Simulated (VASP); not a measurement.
```yaml
crystal:
  lattice:
    - [0.00000, 2.44000, 2.44000]
    - [2.44000, 0.00000, 2.44000]
    - [2.44000, 2.44000, 0.00000]
  atoms:
    - { symbol: Y, position: [0.00000, 0.00000, 0.00000] }
    - { symbol: N, position: [0.50000, 0.50000, 0.50000] }
```

All values below come from optB86b-vdW, VASP's PBE PAW potentials (set 64) (plane waves; VASP). Settings: 520 eV cut-off, 10×10×10 Γ-centred mesh, tetrahedra with Blöchl corrections, potentials Y_sv N.

### Question
Predict the energy per atom (σ→0), band gap (on the k-mesh) with the smallest direct gap where there is one.

### Answer

The band gap (on the k-mesh) comes out as 0.18 eV and the smallest direct gap (on the k-mesh) is 0.56 eV. The energy per atom (σ→0) comes out as -7.431 eV/atom.

The absolute energy has meaning only against runs of the same code, potentials and settings.

The compound is YN in the rock salt structure. The cell was not relaxed at this level.
